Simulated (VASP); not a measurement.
Level of theory: PBEsol GGA, VASP's PBE PAW potentials (set 64) (plane waves; VASP).

VASP ran on this input.

### POSCAR
```
Ga4As3P
11.1962980
  0.0000000000   0.2502011735   0.2502011735
  0.2502011735   0.0000000000   0.2502011735
  1.0000000436   1.0000000436   0.0008046505
Ga P As
4 1 3
Direct
  0.9923975533   0.9923975533   0.0057018351
  0.0073918534   0.0073918534   0.2444561099
  0.0024850898   0.0024850898   0.4981361826
  0.9975585833   0.9975585833   0.7518310626
  0.2503419821   0.2503419821   0.0622435135
  0.2547183275   0.2547183275   0.3089612544
  0.2499727463   0.2499727463   0.5625204403
  0.2451338644   0.2451338644   0.8161496017
```

### INCAR
```
SYSTEM = Ga4As3P
PREC = Accurate
ENCUT = 400
EDIFF = 1E-7
NELM = 100
ALGO = Normal
LREAL = .FALSE.
LASPH = .TRUE.
ISMEAR = -5
GGA = PS
LMAXMIX = 4
LWAVE = .FALSE.
LCHARG = .TRUE.
LORBIT = 11
NEDOS = 601
ISIF = 2
LEFG = .TRUE.
```

KPOINTS:
```
Automatic mesh
0
gamma
8 8 2
```

POTCAR, in this order: Ga_d P As (PBE.64 set). Program: vasp_std.

What VASP printed:

### OSZICAR
```
       N       E                     dE             d eps       ncg     rms          rms(c)
DAV:   1     0.566773562449E+03    0.56677E+03   -0.29189E+04  1790   0.208E+03
DAV:   2     0.552252935694E+02   -0.51155E+03   -0.49894E+03  1819   0.521E+02
DAV:   3    -0.327163250317E+02   -0.87942E+02   -0.85898E+02  2031   0.162E+02
DAV:   4    -0.378523044051E+02   -0.51360E+01   -0.51062E+01  2126   0.400E+01
DAV:   5    -0.380005035291E+02   -0.14820E+00   -0.14797E+00  2149   0.674E+00    0.668E+00
DAV:   6    -0.372502555171E+02    0.75025E+00   -0.13917E+00  2413   0.151E+01    0.382E+00
DAV:   7    -0.371225879347E+02    0.12767E+00   -0.78297E-01  2156   0.503E+00    0.103E+00
DAV:   8    -0.371171620855E+02    0.54258E-02   -0.17233E-01  2282   0.599E+00    0.228E-01
DAV:   9    -0.371176889866E+02   -0.52690E-03   -0.18774E-02  2109   0.251E+00    0.127E-01
DAV:  10    -0.371179234172E+02   -0.23443E-03   -0.45614E-03  2454   0.799E-01    0.106E-01
DAV:  11    -0.371180765688E+02   -0.15315E-03   -0.10630E-03  2002   0.294E-01    0.503E-02
DAV:  12    -0.371181501832E+02   -0.73614E-04   -0.15846E-04  2069   0.376E-01    0.115E-02
DAV:  13    -0.371181558078E+02   -0.56246E-05   -0.55025E-05  2143   0.880E-02    0.797E-03
DAV:  14    -0.371181595392E+02   -0.37314E-05   -0.15693E-05  2225   0.624E-02    0.471E-03
DAV:  15    -0.371181596153E+02   -0.76030E-07   -0.54570E-06  2256   0.520E-02    0.208E-03
DAV:  16    -0.371181596792E+02   -0.63916E-07   -0.10177E-06  1739   0.165E-02    0.717E-04
DAV:  17    -0.371181596980E+02   -0.18805E-07   -0.38864E-07  1485   0.633E-03
   1 F= -.37118160E+02 E0= -.37118160E+02  d E =0.000000E+00
```

### OUTCAR
```
------------------------ aborting loop because EDIFF is reached ----------------------------------------
  FORCE on cell =-STRESS in cart. coord.  units (eV):
  Direction    XX          YY          ZZ          XY          YZ          ZX
  --------------------------------------------------------------------------------------
  Total        0.0126223      0.0126223      0.0126223      0.0601405     -0.0601405     -0.0601405
  in kB        0.1151312      0.1151312      0.1151312      0.5485548     -0.5485548     -0.5485548
  external PRESSURE =       0.1151312 kB  Pullay stress =       0.0000000 kB
  volume of cell :      175.65
      direct lattice vectors                 reciprocal lattice vectors
     0.000000000  2.801326899  2.801326899    -0.178558684  0.178415006  0.178558684
     2.801326899  0.000000000  2.801326899     0.178415006 -0.178558684  0.178558684
    11.196298488 11.196298488  0.009009107     0.044675590  0.044675590 -0.044675590
 POSITION                                       TOTAL-FORCE (eV/Angst)
 -----------------------------------------------------------------------------------
      2.84387      2.84387      5.56011        -0.006215     -0.006215      0.006215
      2.75771      2.75771      0.04362        -0.000550     -0.000550      0.000550
      5.58424      5.58424      0.01841        -0.000768     -0.000768      0.000768
     11.21221     11.21221      5.59575        -0.006830     -0.006830      0.006830
      1.39819      1.39819      1.40314         0.002799      0.002799     -0.002799
      4.17277      4.17277      1.42988         0.007354      0.007354     -0.007354
      6.99840      6.99840      1.40558         0.004682      0.004682     -0.004682
      9.82455      9.82455      1.38075        -0.000472     -0.000472      0.000472
 -----------------------------------------------------------------------------------
    total drift:                               -0.000062     -0.000062      0.000082
  FREE ENERGIE OF THE ION-ELECTRON SYSTEM (eV)
  ---------------------------------------------------
  free  energy   TOTEN  =       -37.1181596980 eV

  energy  without entropy=      -37.1181596980  energy(sigma->0) =      -37.11815970

 total charge

# of ion       s       p       d       tot
------------------------------------------
    1        0.867   0.797   9.999  11.664
    2        0.879   0.833  10.002  11.714
    3        0.883   0.818   9.997  11.697
    4        0.882   0.818   9.997  11.697
    5        1.022   1.480   0.000   2.502
    6        1.210   1.604   0.032   2.846
    7        1.210   1.602   0.032   2.844
    8        1.210   1.603   0.032   2.846
--------------------------------------------------
tot          8.164   9.555  40.091  57.810
```
(Selected blocks of OUTCAR.)

OUTCAR:
```
 val. band max:        4.0594165433   @ k =   0.0000   0.0000   0.0000

 cond. band min:       4.7508639219   @ k =   0.0000   0.0000   0.0000


 Fermi energy:         4.0944619235

 k-point     1 :       0.0000    0.0000    0.0000
  band No.  band energies     occupation
      1     -10.8824      2.00000
      2     -10.8202      2.00000
      3     -10.8202      2.00000
      4     -10.7596      2.00000
      5     -10.7508      2.00000
      6     -10.7508      2.00000
      7     -10.7348      2.00000
      8     -10.7002      2.00000
      9     -10.6885      2.00000
     10     -10.6885      2.00000
     11     -10.6789      2.00000
     12     -10.6789      2.00000
     13     -10.6654      2.00000
     14     -10.6654      2.00000
     15     -10.6133      2.00000
     16     -10.6133      2.00000
     17     -10.6065      2.00000
     18     -10.6065      2.00000
     19     -10.5903      2.00000
     20     -10.5903      2.00000
     21      -8.7152      2.00000
     22      -8.0557      2.00000
     23      -7.9247      2.00000
     24      -6.8204      2.00000
     25      -2.6955      2.00000
     26      -0.1767      2.00000
     27      -0.0320      2.00000
     28       2.6889      2.00000
     29       2.6889      2.00000
     30       3.2608      2.00000
     31       3.2608      2.00000
     32       3.4609      2.00000
     33       3.4609      2.00000
     34       3.9907      2.00000
     35       4.0594      2.00000
     36       4.0594      2.00000
     37       4.7509      0.00000
     38       5.0238      0.00000
     39       5.4975      0.00000
     40       5.6665      0.00000
     41       7.6609      0.00000
     42       7.6609      0.00000
     43       7.7548      0.00000

 k-point     2 :       0.1250    0.0000    0.0000
  band No.  band energies     occupation
      1     -10.8830      2.00000
      2     -10.8272      2.00000
      3     -10.8157      2.00000
      4     -10.7647      2.00000
      5     -10.7537      2.00000
...
```

The structure was generated: Ga4As3P was put into an ordered model structure (R3m), which need not be its known phase. It was relaxed first.
